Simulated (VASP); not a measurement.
A convergence study with VASP on Re (hcp): one setting is varied, all else stays as given below, so the limit is that of these other settings.

```
Re
1.0
    1.38000    -2.39023     0.00000
    1.38000     2.39023     0.00000
    0.00000     0.00000     4.46000
Re
2
Cartesian
  1.38000   0.79674   1.11500
  1.38000  -0.79674   3.34500
```

The numbers are results of PBE GGA, VASP's PBE PAW potentials (set 64) (plane waves; VASP), not measurements. The tightest run used: 550 eV cut-off, 25×25×13 Γ-centred mesh, tetrahedra with Blöchl corrections, potentials Re.

```
setting       E (eV/atom)  pressure (GPa)  irreducible k-points
------------  -----------  --------------  --------------------
4×4×2 mesh       -12.3291            5.92                     8
5×5×3 mesh       -12.4452            4.99                    10
6×6×3 mesh       -12.4661            5.25                    14
7×7×4 mesh       -12.4177            5.53                    24
8×8×4 mesh       -12.4160            5.98                    30
9×9×5 mesh       -12.4230            5.93                    36
10×10×5 mesh     -12.4243            5.71                    42
12×12×6 mesh     -12.4198            5.88                    76
13×13×7 mesh     -12.4234            5.71                    84
```

Problem. These are the cheaper rows. Estimate the results at 25×25×13 mesh, and how far the last row shown lies from them.

Solution. 
```
quantity        tightest run  last row shown is off by
--------------  ------------  ------------------------
E (eV/atom)         -12.4223                   -0.0011
pressure (GPa)          5.72                      0.00
```

Left out are rungs that failed or repeat a setting and relaxations that didn't move; long series are thinned to 24 rows.

The compound is Re in the hcp structure. The cell was not relaxed at this level.
